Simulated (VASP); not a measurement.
Crystal: TaSbSe.

```
CELL_PARAMETERS angstrom
3.62961 0.00000 0.00000
0.00000 3.62961 0.00000
0.00000 0.00000 5.63455
ATOMIC_POSITIONS crystal
Ta 0.00000 0.00000 0.00000
Sb 0.00000 0.00000 0.50000
Se 0.50000 0.50000 0.00000
```

The cell was built by a generator and needn't be a form met in nature.

| Quantity | Value |
| --- | --- |
| Program | VASP 6.6.1 |
| Task | relaxation of cell and atoms |
| Functional | vdW-DF-cx |
| Potentials or basis | VASP PAW PBE potentials, release 64 (Ta_pv, Sb, Se) |
| Cutoff | 600 eV |
| k mesh | 7 × 7 × 5 |
| Occupations | fermi-dirac, width 0.05 eV |
| Spin | no spin polarisation |

At the start: pressure -2.7 GPa; volume 24.74 Å³/atom.

How do energy, volume and symmetry change on relaxing?

Over 3 steps the energy falls by 5.8 meV/atom and the volume is 24.07 Å³/atom (-2.7 %); space group P4/mmm (No. 123, to 0.05 Å).

Step by step:
| step | energy change (eV) | largest force (eV/Å) | pressure (GPa) | volume (Å³) |
| --- | --- | --- | --- | --- |
| 1 | 0.0000 | 0.0000 | -2.66 | 74.23 |
| 2 | 0.0077 | 0.0000 | 3.59 | 69.90 |
| 3 | -0.0174 | 0.0000 | -0.02 | 72.22 |

Final structure:
```yaml
crystal:
  lattice:
    - [3.59522, 0.00000, 0.00000]
    - [0.00000, 3.59522, 0.00000]
    - [0.00000, 0.00000, 5.58702]
  atoms:
    - { symbol: Ta, position: [0.00000, 0.00000, 0.00000] }
    - { symbol: Sb, position: [0.00000, 0.00000, 0.50000] }
    - { symbol: Se, position: [0.50000, 0.50000, 0.00000] }
```

Caveat: the PAW data sets were made with another functional, which shifts forces and pressure a little.
